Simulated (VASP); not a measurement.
```xyz
4
Lattice="4.0567 0.0000 0.0000 0.0000 4.0567 0.0000 0.0000 0.0000 5.4521" Properties=species:S:1:pos:R:3 pbc="T T T"
Pb     2.0283     0.0000     4.2607
Pb     4.0567     2.0283     1.1914
O      2.0283     2.0283     0.0000
O      0.0000     0.0000     0.0000
```

Calculation: PBE GGA, VASP's PBE PAW potentials (set 64) (plane waves; VASP). Run with 520 eV cut-off, 4×4×4 Γ-centred mesh, Gaussian smearing of 0.050 eV, potentials Pb_d O.

Without a dispersion term in the relaxation, distances and binding between the weakly bound layers, chains or molecules are unreliable, and so is what depends on them. Unless said otherwise, spin-orbit coupling is left out, though it shifts the bands of the heavy elements here.

**Question.** What does the run give for the energy per atom (σ→0), band gap (on the k-mesh) with the smallest direct gap where there is one?

**Answer.** 
```json
{
 "band gap (on the k-mesh)": "1.68 eV",
 "smallest direct gap (on the k-mesh)": "1.98 eV",
 "energy per atom (σ→0)": "-5.378 eV/atom"
}
```

The compound is PbO in the litharge structure. It was relaxed first, which changed the volume by +13 %.
